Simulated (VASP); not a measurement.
Given:

```yaml
crystal:
  lattice:
    - [3.81117, 0.00000, 0.00000]
    - [-1.90558, 3.30057, 0.00000]
    - [0.00000, 0.00000, 14.82388]
  atoms:
    - { symbol: Hg, position: [0.33333, 0.66667, 0.25000] }
    - { symbol: Hg, position: [0.66667, 0.33333, 0.75000] }
    - { symbol: I, position: [0.33333, 0.66667, 0.62750] }
    - { symbol: I, position: [0.66667, 0.33333, 0.12750] }
    - { symbol: I, position: [0.66667, 0.33333, 0.37250] }
    - { symbol: I, position: [0.33333, 0.66667, 0.87250] }
```

Level of theory: PBE GGA, VASP's PBE PAW potentials (set 64) (plane waves; VASP). Settings: 300 eV cut-off, 5×5×1 Γ-centred mesh, Gaussian smearing of 0.20 eV, potentials Hg I.

**Question.** Estimate the energy per atom (σ→0), pressure, largest force.

**Answer.** 
| Property | Value |
|---|---|
| energy per atom (σ→0) | -81.4 kJ/mol of atoms |
| pressure | 13.84 GPa |
| largest force | 1.813 eV/Å |

The absolute energy has meaning only against runs of the same code, potentials and settings.

The structure was generated: HgI2 was put into an ordered model structure, which need not be its known phase. The cell was not relaxed at this level. The k-mesh is coarse (spacing up to 0.42 per Å, 2π included), so the numbers may not be converged in it.
